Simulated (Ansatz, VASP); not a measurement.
# OsI3: VASP beside Ansatz

```
Os I
1.0
     5.53703    0.00000    0.00000
     0.00000    5.53703    0.00000
     0.00000    0.00000    5.53703
Os I
1 3
Direct
  0.00000 0.00000 0.00000
  0.50000 0.00000 0.00000
  0.00000 0.00000 0.50000
  0.00000 0.50000 0.00000
```

Alike in both runs: task single point; functional PBE; k mesh 4 × 4 × 4; occupations gaussian, width 0.05 eV; collinear spin; Hubbard terms Os d U = 2.0 eV.

```csv
,VASP,Ansatz
version,VASP 6.6.1,Ansatz 0.2.0
potentials or method,"VASP PAW PBE potentials, release 64 (Os, I)","scalar-relativistic, plane waves, PAW"
plane-wave cutoff (eV),520,420
valence electrons in the cell,29,67
```

|  | VASP | Ansatz | Ansatz less VASP |
| --- | --- | --- | --- |
| gap on the k mesh at the Fermi level (eV) | none | none | - |
| pressure (GPa) | 0.3 | 0.3 | -0.01 |
| net moment per atom (μB) | 0.62 | 0.62 | -0.007 |
| size of the moment on the site where the two differ most (μB) | 2.08 | 1.64 | -0.438 |

Site moments also hang on the region over which each program counts them. The programs project onto different local orbitals, so the same U acts differently. A gap of «none» marks a metal or a gap that the smearing closes. The two sets of potentials don't hold the same shells in valence. Ansatz warned: «filled_band_counts_differ_across_k_points».

The runs have no spin-orbit coupling, so splittings on I, Os are missing. The state reached can hang on the start; a lower one may exist.
